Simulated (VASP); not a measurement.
Data:

```yaml
crystal:
  lattice:
    - [0.00000, 2.15563, 2.15563]
    - [2.15563, 0.00000, 2.15563]
    - [2.15563, 2.15563, 0.00000]
  atoms:
    - { symbol: Al, position: [0.00000, 0.00000, 0.00000] }
    - { symbol: N, position: [0.25000, 0.25000, 0.25000] }
```

All values below come from HSEsol screened hybrid, VASP's PBE PAW potentials (set 64) (plane waves; VASP). Settings: 520 eV cut-off, 8×8×8 Γ-centred mesh, Gaussian smearing of 0.050 eV, potentials Al N.

Problem. Give the stress tensor in GPa (positive for a compressed cell).

Solution. 
```
6.10  0.00  0.00
0.00  6.10  0.00
0.00  0.00  6.10
```
The pressure is its mean diagonal, 6.10 GPa.

The compound is AlN in the zinc blende structure, a metastable form; wurtzite is the usual one. This cell is one point of a volume scan, at 0.94 of the reference volume. The cell's shape comes from a PBE relaxation.
